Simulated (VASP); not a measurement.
Here is the system:

```
CELL_PARAMETERS angstrom
      0.00000     2.59155     2.59155
      2.59155     0.00000     2.59155
      2.59155     2.59155     0.00000
ATOMIC_POSITIONS crystal
  Zn 0.00000 0.00000 0.00000
  S  0.25000 0.25000 0.25000
```

Calculation: PBEsol GGA, VASP's PBE PAW potentials (set 64) (plane waves; VASP). Settings: 500 eV cut-off, 9×9×9 Γ-centred mesh, Gaussian smearing of 0.050 eV, potentials Zn S.

Question: What does the run give for the energy per atom (σ→0), pressure, band gap (on the k-mesh) with the smallest direct gap where there is one?

Answer: 
- band gap (on the k-mesh) = 2.54 eV
- smallest direct gap (on the k-mesh) = 2.54 eV
- energy per atom (σ→0) = -3.741 eV/atom
- pressure = 9.98 GPa

Only differences to runs with the same potentials and settings are physical.

The compound is ZnS in the zinc blende structure. It was relaxed first under an external pressure of 10 GPa.
